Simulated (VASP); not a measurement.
## Mo: relaxation of cell and atoms with PBE

The system is Mo.

```
CELL_PARAMETERS angstrom
-1.57342 1.57342 1.57342
1.57342 -1.57342 1.57342
1.57342 1.57342 -1.57342
ATOMIC_POSITIONS crystal
Mo 0.00000 0.00000 0.00000
```

```
Program                : VASP 6.6.1
Task                   : relaxation of cell and atoms
Functional             : PBE
Potentials or basis    : VASP PAW PBE potentials, release 64 (Mo_sv)
Cutoff                 : 600 eV
k mesh                 : 16 × 16 × 16
Occupations            : methfessel-paxton, width 0.1 eV
Spin                   : no spin polarisation
Further INCAR settings : ALGO = Normal; EDIFF = 1e-06; IBRION = 2; EDIFFG = -0.01; NSW = 90; ISIF = 3
```

```yaml
Relaxed_volume: 15.80 Å³/atom
Relaxed_cell: a = 2.738 Å, b = 2.738 Å, c = 2.738 Å, α = 109.47°, β = 109.47°, γ = 109.47°
Space_group_after_relaxing_to_0.05_Å: Im-3m (No. 229)
Energy_gained_by_relaxing: 2.6 meV/atom
Ionic_steps: 3
Pressure_after_relaxing: 0.0 GPa
Band_gap_on_the_k_mesh: none (metal or under the smearing width)
```

Step by step:
```tsv
step	energy change (eV)	largest force (eV/Å)	pressure (GPa)	volume (Å³)
1	0.0000	0.0000	3.79	15.58
2	0.0163	0.0000	-9.34	16.43
3	-0.0026	0.0000	-0.05	15.80
```

Final structure:
```
Mo
1.0
    -1.58089    1.58089    1.58089
     1.58089   -1.58089    1.58089
     1.58089    1.58089   -1.58089
Mo
1
Direct
  0.00000 0.00000 0.00000
```

Levels at points of the mesh, in eV from the Fermi level:
| k point | band 4 | band 5 | band 6 | band 7 | band 8 | band 9 | band 10 | band 11 |
| --- | --- | --- | --- | --- | --- | --- | --- | --- |
| (0.00, 0.00, 0.00) | -34.57 | -7.20 | -1.34 | -1.34 | -1.34 | 1.64 | 1.64 | 14.81 |
| (0.50, 0.00, 0.00) | -34.58 | -5.26 | -3.35 | 1.58 | 1.66 | 2.29 | 4.67 | 11.48 |
| (0.50, 0.50, 0.50) | -35.50 | -5.36 | -5.36 | 3.92 | 3.92 | 3.92 | 8.98 | 8.98 |

It took 24 s on 1 thread of Intel(R) Xeon(R) Platinum 8375C CPU @ 2.90GHz (Ice Lake), with other jobs on the host, peak memory 0.17 GiB.

PBE usually gives volumes a little too large and moduli too small. Zero-point motion and thermal expansion aren't in these numbers.
